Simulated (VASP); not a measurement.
Cu:

```
CELL_PARAMETERS angstrom
0.00000 1.80750 1.80750
1.80750 0.00000 1.80750
1.80750 1.80750 0.00000
ATOMIC_POSITIONS crystal
Cu 0.00000 0.00000 0.00000
```

- Program: VASP 6.6.1
- Task: relaxation of cell and atoms
- Functional: r2SCAN
- Potentials or basis: VASP PAW PBE potentials, release 64 (Cu)
- Cutoff: 600 eV
- k mesh: 22 × 22 × 22
- Occupations: methfessel-paxton, width 0.1 eV
- Spin: no spin polarisation

At the start: pressure -4.3 GPa; volume 11.81 Å³/atom.

Q: How do energy, volume and symmetry change on relaxing?

A: Over 3 steps the energy falls by 4.3 meV/atom and the volume is 11.49 Å³/atom (-2.7 %); space group Fm-3m (No. 225, to 0.05 Å).

Step by step:
```tsv
step	energy change (eV)	largest force (eV/Å)	pressure (GPa)	volume (Å³)
1	0.0000	0.0000	-4.25	11.81
2	-0.0024	0.0000	2.98	11.28
3	-0.0043	0.0000	-0.09	11.49
```

Final structure:
```cif
data_structure
_symmetry_space_group_name_H-M 'P 1'
_symmetry_Int_Tables_number 1
_cell_length_a 2.5328
_cell_length_b 2.5328
_cell_length_c 2.5328
_cell_angle_alpha 60.000
_cell_angle_beta 60.000
_cell_angle_gamma 60.000
_cell_volume 11.49
loop_
_atom_site_label
_atom_site_type_symbol
_atom_site_fract_x
_atom_site_fract_y
_atom_site_fract_z
_atom_site_occupancy
Cu1 Cu 0.00000 0.00000 0.00000 1
```

Caveat: the PAW data sets were made with another functional, which shifts forces and pressure a little.
